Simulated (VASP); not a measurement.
# Rb2As: equation of state with PBE

Crystal: Rb2As.

```
Rb As
1.0
     4.11950    0.00000    0.00000
     0.00000    4.11950    0.00000
     0.00000    0.00000    8.11878
Rb As
2 1
Cartesian
  2.0598 2.0598 6.2369
  2.0598 2.0598 1.8819
  0.0000 0.0000 0.0000
```

The cell was built by a generator and needn't be a form met in nature.

- Program: VASP 6.6.1
- Task: equation of state
- Functional: PBE
- Potentials or basis: VASP PAW PBE potentials, release 64 (Rb_sv, As)
- Cutoff: 520 eV
- k mesh: 7 × 7 × 4
- Occupations: fermi-dirac, width 0.05 eV
- Spin: no spin polarisation

```
Equilibrium volume                        : 49.07 Å³/atom (rough: see the caveat)
Bulk modulus at fixed shape and positions : 10.8 GPa (rough)
```

Energy against volume, from the lowest point:
```tsv
volume (Å³/atom)	energy (meV/atom)
43.170	29.66
44.089	20.36
45.007	13.03
45.926	7.49
46.845	3.57
47.763	1.12
48.682	0.00
```

All runs of the series together: 18 min on 1 thread of Intel(R) Xeon(R) Platinum 8175M CPU @ 2.50GHz (Skylake/Cascade Lake), on a shared host.

Caveat: the minimum lies outside the volumes run; the cell was scaled at fixed shape and fractional positions, which overstates the stiffness of a crystal with free parameters, most of all of layers and chains.
